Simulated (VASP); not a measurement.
A convergence study with VASP on InSb (zinc blende): one setting is varied, all else stays as given below, so the limit is that of these other settings.

```yaml
crystal:
  lattice:
    - [0.00000, 3.24000, 3.24000]
    - [3.24000, 0.00000, 3.24000]
    - [3.24000, 3.24000, 0.00000]
  atoms:
    - { symbol: In, position: [0.00000, 0.00000, 0.00000] }
    - { symbol: Sb, position: [0.25000, 0.25000, 0.25000] }
```

Computed with LDA (Ceperley-Alder, Perdew-Zunger), VASP's LDA PAW potentials (set 64) (plane waves; VASP 6.6.1). The tightest run used: 550 eV cut-off, 16×16×16 Γ-centred mesh, tetrahedra with Blöchl corrections, potentials In_d Sb.

Task: The settings run are 3×3×3 mesh; 4×4×4 mesh; 5×5×5 mesh; 6×6×6 mesh; 7×7×7 mesh; 8×8×8 mesh; 9×9×9 mesh; 10×10×10 mesh; 11×11×11 mesh; 12×12×12 mesh; 13×13×13 mesh; 14×14×14 mesh; 15×15×15 mesh; 16×16×16 mesh. From which on does the energy per atom stay within 0.001 eV/atom of the tightest run?

Result: From 10×10×10 mesh on: it is off by 0.0008 there and by no more than 0.001 in any finer run, while 9×9×9 mesh is off by 0.0015.
```
setting        E (eV/atom)  pressure (GPa)  irreducible k-points  difference judged (eV/atom)
-------------  -----------  --------------  --------------------  ---------------------------
3×3×3 mesh         -3.8593            1.08                     4                       0.2486
4×4×4 mesh         -4.0286           -0.04                     8                       0.0793
5×5×5 mesh         -4.0782           -0.37                    10                       0.0297
6×6×6 mesh         -4.0954           -0.48                    16                       0.0125
7×7×7 mesh         -4.1021           -0.52                    20                       0.0058
8×8×8 mesh         -4.1051           -0.54                    29                       0.0028
9×9×9 mesh         -4.1064           -0.55                    35                       0.0015
10×10×10 mesh      -4.1071           -0.55                    47                       0.0008
11×11×11 mesh      -4.1075           -0.55                    56                       0.0004
12×12×12 mesh      -4.1077           -0.55                    72                       0.0002
13×13×13 mesh      -4.1078           -0.55                    84                       0.0001
14×14×14 mesh      -4.1078           -0.55                   104                       0.0001
15×15×15 mesh      -4.1079           -0.56                   120                       0.0000
16×16×16 mesh      -4.1079           -0.56                   145                       0.0000
```

Left out are rungs that failed or repeat a setting and relaxations that didn't move; long series are thinned to 24 rows.

The compound is InSb in the zinc blende structure. The cell was not relaxed at this level.
